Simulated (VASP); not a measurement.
Data:

```
CELL_PARAMETERS angstrom
      0.00000     2.16453     2.16453
      2.16453     0.00000     2.16453
      2.16453     2.16453     0.00000
ATOMIC_POSITIONS crystal
  Be 0.25000 0.25000 0.25000
  Be 0.75000 0.75000 0.75000
  C  0.00000 0.00000 0.00000
```

Calculation: modified Becke-Johnson potential (mBJ), VASP's PBE PAW potentials (set 64) (plane waves; VASP). Numerical set-up: 520 eV cut-off, 6×6×6 Γ-centred mesh, Gaussian smearing of 0.050 eV, potentials Be C.

mBJ is a potential without an energy functional, so only the levels count.

### Question
Give the energies of bands 2 to 7 at the high-symmetry points, in eV from the valence-band maximum.

### Answer

| band | Γ | X | U | L | W |
|---|---|---|---|---|---|
| 2 | 0.00 | -6.69 | -6.61 | -8.51 | -5.96 |
| 3 | 0.00 | -4.57 | -6.19 | -1.76 | -5.79 |
| 4 | 0.00 | -4.57 | -3.84 | -1.76 | -5.79 |
| 5 | 4.85 | 1.81 | 3.90 | 5.74 | 6.28 |
| 6 | 4.85 | 6.18 | 8.86 | 5.74 | 8.99 |
| 7 | 4.85 | 14.45 | 12.48 | 7.57 | 10.14 |

The gap is indirect, 1.81 eV, from the valence maximum at Γ to the conduction minimum at X.

The compound is Be2C in the antifluorite structure. It was relaxed first. The cell's shape comes from a PBE relaxation.
